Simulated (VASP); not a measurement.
# AlN: exact exchange and RPA correlation, part 6 of 6

How do semilocal functionals compare with the RPA for AlN, and at what cost? The scan starts from a database cell scaled to its smallest volume. The cell is of the zinc-blende type, which need not be the form that is stable at ambient conditions. The start is a computed cell from a database.

VASP 6.6.1, plane waves and PAW; the level of theory is named at each step.

So far. Step 31 (Exact exchange, volume ratio 1.06): The Hartree-Fock energy on these orbitals is -12.8767 eV an atom. Step 33 (RPA correlation, volume ratio 1.06): The correlation energy is -6.3971 eV an atom, -16 meV against the point before. With exact exchange the total is -19.2738 eV an atom.

### 34. Comparison: r2SCAN, volume ratio 1.06

This step: r2SCAN; plane waves and PAW (Al_GW, N_GW) (VASP 6.6.1).

The comparison at this point.

INCAR

```
SYSTEM = AlN
PREC = Accurate
ENCUT = 470
EDIFF = 1E-06
NELM = 100
ISMEAR = 0
SIGMA = 0.05
LREAL = .FALSE.
ALGO = Normal
METAGGA = R2SCAN
LASPH = .TRUE.
NBANDS = 10
LWAVE = .FALSE.
LCHARG = .FALSE.
KPAR = 8
```

POSCAR

```
AlN
1.0
    0.0000000000      2.2268278375      2.2268278375
    2.2268278375      0.0000000000      2.2268278375
    2.2268278375      2.2268278375      0.0000000000
Al N
1 1
Direct
    0.0000000000      0.0000000000      0.0000000000
    0.2500000000      0.2500000000      0.2500000000
```

KPOINTS

```
Automatic mesh
0
Gamma
4 4 4
0 0 0
```

The projector-augmented-wave data sets are Al_GW and N_GW (PBE family, release 64).

Launch:

```sh
$ mpirun -np 8 vasp_std
```

The log of the run:

```text
[... set-up lines as in an earlier step ...]
 entering main loop
       N       E                     dE             d eps       ncg     rms          rms(c)
DAV:   1     0.145599E+02    0.14560E+02   -0.46000E+03   160   0.682E+02
DAV:   2    -0.220416E+02   -0.36602E+02   -0.35367E+02   214   0.186E+02
DAV:   3    -0.235670E+02   -0.15255E+01   -0.15232E+01   210   0.322E+01
DAV:   4    -0.235751E+02   -0.80911E-02   -0.80901E-02   186   0.291E+00
[...]
DAV:  10    -0.190837E+02   -0.10220E-03   -0.19264E-04   174   0.181E-01    0.322E-03
DAV:  11    -0.190837E+02   -0.13806E-05   -0.45061E-06   214   0.187E-02    0.163E-03
DAV:  12    -0.190837E+02   -0.33916E-06   -0.56393E-07   110   0.673E-03
   1 F= -.19083713E+02 E0= -.19083713E+02  d E =-.207767E-19
```

Elapsed: 6.4 s, on 8 MPI ranks of Intel Xeon 6975P-C (Granite Rapids), shared host; peak memory 1 GiB.

From OUTCAR (step 34):

```text
  Total       -1.6855231     -1.6855231     -1.6855231      0.0000000      0.0000000     -0.0000000
  in kB     -122.2799853   -122.2799853   -122.2799853      0.0000000      0.0000000     -0.0000000
  external PRESSURE =    -122.2799853 kB  Pullay stress =       0.0000000 kB

 POSITION                                       TOTAL-FORCE (eV/Angst)
 -----------------------------------------------------------------------------------
      0.00000      0.00000      0.00000        -0.000000     -0.000000     -0.000000
      1.11341      1.11341      1.11341         0.000000      0.000000      0.000000
 -----------------------------------------------------------------------------------
    total drift:                                0.000001      0.000001      0.000001

  FREE ENERGIE OF THE ION-ELECTRON SYSTEM (eV)
  ---------------------------------------------------
  free  energy   TOTEN  =       -19.0837133053 eV

  energy  without entropy=      -19.0837133053  energy(sigma->0) =      -19.08371331

[... 2 parts as in an earlier step ...]

[... 1 further part left out ...]
[key lines of the parts left out:]
E-fermi :   4.5388
```

Its energy is -9.5419 eV an atom, on a zero of its own.

### 35. Orbitals for comparison: HSE06, volume ratio 1.06

This step: PBE; plane waves and PAW (Al_GW, N_GW) (VASP 6.6.1).

Starting orbitals, as before.

INCAR

```
SYSTEM = AlN
PREC = Accurate
ENCUT = 470
EDIFF = 1E-05
NELM = 100
ISMEAR = 0
SIGMA = 0.05
LREAL = .FALSE.
ALGO = Normal
GGA = PE
NBANDS = 10
LORBIT = 11
LWAVE = .TRUE.
LCHARG = .FALSE.
KPAR = 8
```

POSCAR is that of step 34.

KPOINTS is that of step 34.

Launch:

```sh
$ mpirun -np 8 vasp_std
```

The log of the run:

```text
[... set-up lines as in an earlier step ...]
 entering main loop
       N       E                     dE             d eps       ncg     rms          rms(c)
[... 10 cycles as in an earlier step ...]
DAV:  11    -0.148218E+02    0.13803E-05   -0.59340E-06   124   0.281E-02
   1 F= -.14821843E+02 E0= -.14821843E+02  d E =-.241209E-17
 writing wavefunctions
```

Wall time 1.8 s (8 MPI ranks); peak memory 1 GiB; 7.7 s of CPU time.

OUTCAR, selected parts (step 35):

```text
  Total       -1.0629079     -1.0629079     -1.0629079      0.0000000      0.0000000      0.0000000
  in kB      -77.1109958    -77.1109958    -77.1109958      0.0000000      0.0000000      0.0000000
  external PRESSURE =     -77.1109958 kB  Pullay stress =       0.0000000 kB

 POSITION                                       TOTAL-FORCE (eV/Angst)
 -----------------------------------------------------------------------------------
      0.00000      0.00000      0.00000         0.000000      0.000000      0.000000
      1.11341      1.11341      1.11341        -0.000000     -0.000000     -0.000000
 -----------------------------------------------------------------------------------
    total drift:                                0.000000      0.000000     -0.000000

  FREE ENERGIE OF THE ION-ELECTRON SYSTEM (eV)
  ---------------------------------------------------
  free  energy   TOTEN  =       -14.8218430834 eV

  energy  without entropy=      -14.8218430834  energy(sigma->0) =      -14.82184308

[... 2 parts as in an earlier step ...]

[... 1 further part left out ...]
[key lines of the parts left out:]
E-fermi :   4.7891
```

The run ends at a pressure of -7.71 GPa.

### 36. Comparison: HSE06, volume ratio 1.06

This step: HSE06; plane waves and PAW (Al_GW, N_GW) (VASP 6.6.1).

The comparison at this point.

INCAR

```
SYSTEM = AlN
PREC = Accurate
ENCUT = 470
EDIFF = 1E-06
NELM = 100
ISMEAR = 0
SIGMA = 0.05
LREAL = .FALSE.
ALGO = Normal
LHFCALC = .TRUE.
AEXX = 0.25
GGA = PE
HFSCREEN = 0.2
LASPH = .TRUE.
NBANDS = 10
PRECFOCK = Fast
LWAVE = .FALSE.
LCHARG = .FALSE.
KPAR = 8
```

POSCAR is that of step 35.

KPOINTS is that of step 35.

The run starts from files that an earlier step left in the folder.

Launch:

```sh
$ mpirun -np 8 vasp_std
```

The log of the run:

```text
[... set-up lines as in an earlier step ...]
 entering main loop
       N       E                     dE             d eps       ncg     rms          rms(c)
DAV:   1    -0.173542E+02   -0.17354E+02   -0.33244E-01   162   0.599E+00    0.349E-01
DAV:   2    -0.173556E+02   -0.14962E-02   -0.28156E-03   192   0.409E-01    0.228E-01
DAV:   3    -0.173550E+02    0.60209E-03   -0.17184E-04   192   0.150E-01    0.134E-01
DAV:   4    -0.173548E+02    0.21196E-03   -0.79685E-05   178   0.107E-01    0.786E-02
DAV:   5    -0.173548E+02    0.68793E-04   -0.28151E-05   198   0.670E-02    0.458E-02
DAV:   6    -0.173547E+02    0.22483E-04   -0.90174E-06   190   0.411E-02    0.265E-02
DAV:   7    -0.173547E+02    0.70063E-05   -0.30204E-06   170   0.245E-02    0.153E-02
DAV:   8    -0.173547E+02    0.26458E-05   -0.98156E-07    92   0.141E-02    0.891E-03
DAV:   9    -0.173547E+02    0.91406E-06   -0.40798E-07    86   0.790E-03
   1 F= -.17354731E+02 E0= -.17354731E+02  d E =-.162183E-19
```

Wall time 10 s (8 MPI ranks); peak memory 1.7 GiB; 76 s of CPU time.

OUTCAR, selected parts (step 36):

```text
 POSITION                                       TOTAL-FORCE (eV/Angst)
 -----------------------------------------------------------------------------------
      0.00000      0.00000      0.00000        -0.000000     -0.000000     -0.000000
      1.11341      1.11341      1.11341         0.000000      0.000000      0.000000
 -----------------------------------------------------------------------------------
    total drift:                               -0.000001     -0.000001     -0.000001

  FREE ENERGIE OF THE ION-ELECTRON SYSTEM (eV)
  ---------------------------------------------------
  free  energy   TOTEN  =       -17.3547314205 eV

  energy  without entropy=      -17.3547314205  energy(sigma->0) =      -17.35473142

[... 2 parts as in an earlier step ...]

[... 1 further part left out ...]
[key lines of the parts left out:]
E-fermi :   3.8688
```

Its energy is -8.6774 eV an atom, on a zero of its own.

### 37. Summary

This step: exact exchange and RPA correlation on PBE orbitals, beside r2SCAN, beside HSE06; plane waves and PAW (VASP 6.6.1).

No new run; the numbers come from the runs before.

Numbers from this step:

```yaml
equilibrium_volume_exx_rpa: 10.63 Å³/atom
bulk_modulus: 198.6 GPa
```

The energy above the lowest point by volume; values in meV/atom:

```csv
volume (Å³/atom),PBE,EXX,EXX+RPA,r2SCAN,HSE06
9.792,47.6,15.6,45.6,26.7,23.6
10.105,18.1,0.0862,16.5,6.09,4.61
10.417,2.97,0,2.15,0,0
10.730,0,12.9,0,5.95,7.45
11.042,8.37,38.0,8.99,23.2,26.1
```

Cost is wall time times ranks on a shared host; the RPA row holds all its steps. Fits of the equation of state:

```csv
level,V0 (Å³/atom),B0 (GPa),fit error (meV/atom),minimum inside the series,cost a point (core minutes)
PBE,10.65,198.8,0.07381,yes,0.27
EXX,10.27,239.3,0.06512,yes,0.8
EXX+RPA,10.63,198.6,0.05768,yes,3.49
r2SCAN,10.41,213,0.07912,yes,0.75
HSE06,10.38,215,0.06953,yes,1.27
```

### 38. Results

```yaml
pbe: V0 10.65 Å³/atom, B0 199 GPa
exx: V0 10.27 Å³/atom, B0 239 GPa
exx_rpa: V0 10.63 Å³/atom, B0 199 GPa
r2scan: V0 10.41 Å³/atom, B0 213 GPa
hse06: V0 10.38 Å³/atom, B0 215 GPa
```

**Reading.** Exact exchange with RPA correlation puts the minimum at 10.63 Å³ an atom, with a bulk modulus of 199 GPa. PBE puts the volume 0.20 % above EXX+RPA, at roughly 1/13 of its cost. r2SCAN puts the volume 2.0 % below EXX+RPA, at roughly 1/5 of its cost. HSE06 puts the volume 2.4 % below EXX+RPA, at roughly 1/3 of its cost. Correlation widens the exact-exchange volume by 3.5 %. Neither mesh nor response cutoff was varied, so differences in volume under about 1 % aren't resolved. Exact exchange and correlation are taken on one coarse mesh and aren't self-consistent; the correlation energy is extrapolated in the response cutoff by the program, which at the first volume adds -630 meV an atom to the value at the highest cutoff and varies with the volume; a small fit error says nothing about that part. NBANDS follows the largest plane-wave count of any k point, which rises in steps with the volume. The cheaper functionals share the mesh. Not tabulated here, as repeats of values shown or as unfit to read for their mesh, reference level or band range: eps2 curves (empty bands); eps1 curves and static values (empty bands); gaps (empty bands).

[Long decimals in the printed logs are rounded to 6 places.]

[Lines on the potential files, build, host, timing and source positions are cut from VASP's logs without a mark.]

[Logs are printed without paths, hosts, clocks, repeated set-up lines and the standing remarks that a program may print on its own settings, such as how far it seeks lower states.]

[Hosts, paths, dates, database ids (printed as entryN), source tags and the programs' standing remarks are cut or masked in the printed files.]

[Measured values are set beside computed ones only where the two were judged alike; some that the calculation misses by far are left out.]

[Pressures printed for these runs are not shown converged in the cutoff: they can be off by several GPa and have the wrong sign.]
